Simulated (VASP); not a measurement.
Energy against volume of MgH2 (rutile). Calculation: TPSS meta-GGA, VASP's PBE PAW potentials (set 64) (plane waves; VASP 6.6.1). Numerical set-up: 520 eV cut-off, 5×5×7 Γ-centred mesh, Gaussian smearing of 0.050 eV, potentials Mg H.

Shape and ions are relaxed at each volume.

```
V (Å³/atom)  E (eV/atom)
-----------  -----------
9.605           -4.41782
9.902           -4.41947
10.199          -4.41817
10.496          -4.41429
```

### Question
Fit these four points and predict the energy of the run at 9.308 Å³/atom.

### Answer
A cubic in V^(−2/3), the third-order Birch-Murnaghan form, passes through the four points with V0 = 9.91 Å³/atom and B0 = 53 GPa, and gives -4.4128 eV/atom there. The run gave -4.4129 eV/atom, -0.1 meV/atom from the fit; all five points give B0 = 52 GPa.

The compound is MgH2 in the rutile structure. It was relaxed first.
